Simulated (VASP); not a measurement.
Runs of VASP 6.6.1 on TiN. It takes space group Fm-3m (No. 225, cubic). The conventional cell has a = 4.241 Å, b = 4.241 Å, c = 4.241 Å, α = 90.00°, β = 90.00°, γ = 90.00°. Ti (site symmetry m-3m) has 6 N at 2.12 Å as nearest neighbours. N (site symmetry m-3m) is surrounded by 6 Ti at 2.12 Å. The cell is a database's computed one.

| task | level | potentials or basis | cell | cutoff (eV) | gap on the mesh (eV) | pressure (GPa) | relaxed volume (Å³/atom) |
| --- | --- | --- | --- | --- | --- | --- | --- |
| relaxation of cell and atoms | PBE+D3(BJ) | VASP PAW PBE potentials, release 64 (Ti_sv, N) | relaxed | 600 | none | 0.0 | (b) |
| single point | PBEsol | VASP PAW PBE potentials, release 64 (Ti_sv, N) | as given | 520 | none | (a) | - |
| relaxation of cell and atoms | LDA | VASP PAW LDA potentials, release 64 (Ti_sv, N) | relaxed | 600 | none | 0.0 | 9.10 |
| relaxation of cell and atoms | PBE | VASP PAW PBE potentials, release 64 (Ti_sv, N) | relaxed | 600 | none | 0.0 | 9.59 |
| relaxation of cell and atoms | PBEsol | VASP PAW PBE potentials, release 64 (Ti_sv, N_s) | relaxed | 480 | none | -0.1 | 9.30 |

Alike in all rows: no spin polarisation; k mesh 18 × 18 × 18; smearing gaussian 0.1 eV.

**Question.** Fill in the values left out.

**Answer.** (a) -7.1; (b) 9.31.

Caveats: the PAW data sets were made with another functional, which shifts forces and pressure a little (some runs); pairwise dispersion overbinds metals, which lowers pressure and volume (some runs).

A k mesh can miss the band edges.

A gap of «none» marks a metal or a gap under the smearing width.

Not every run made on this cell is shown here.
